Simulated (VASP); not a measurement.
A run of VASP 6.6.1:

Contents of INCAR:

```
PREC = Accurate
ENCUT = 600
EDIFF = 1E-6
ISMEAR = 1
SIGMA = 0.1
LREAL = F
LASPH = T
NELM = 120
ALGO = Fast
ISIF = 3
LWAVE = F
LCHARG = F
GGA = RE
IVDW = 12
IBRION = 2
NSW = 60
EDIFFG = -0.005
```

KPOINTS

```
Automatic mesh
0
Gamma
  18 18 18
```

The input POSCAR:

```
Pt
1.0
    0.0000000000      1.9600000000      1.9600000000
    1.9600000000      0.0000000000      1.9600000000
    1.9600000000      1.9600000000      0.0000000000
Pt
1
Direct
    0.0000000000      0.0000000000      0.0000000000
```

Potentials or basis: VASP PAW PBE potentials, release 64 (Pt).

The run is started by

```console
$ cat potpaw_PBE.64/Pt/POTCAR > POTCAR
$ mpirun -np 1 vasp_std > vasp.out
```

Hardware: 1 thread of Intel(R) Xeon(R) Platinum 8375C CPU @ 2.90GHz (Ice Lake), with other jobs on the host.

How long does it take, and how much memory?

Run time: 100 s on 1 thread of Intel(R) Xeon(R) Platinum 8375C CPU @ 2.90GHz (Ice Lake), with other jobs on the host, peak memory 0.19 GiB. Counts: scf iterations 36, k points 195, ion steps 6.
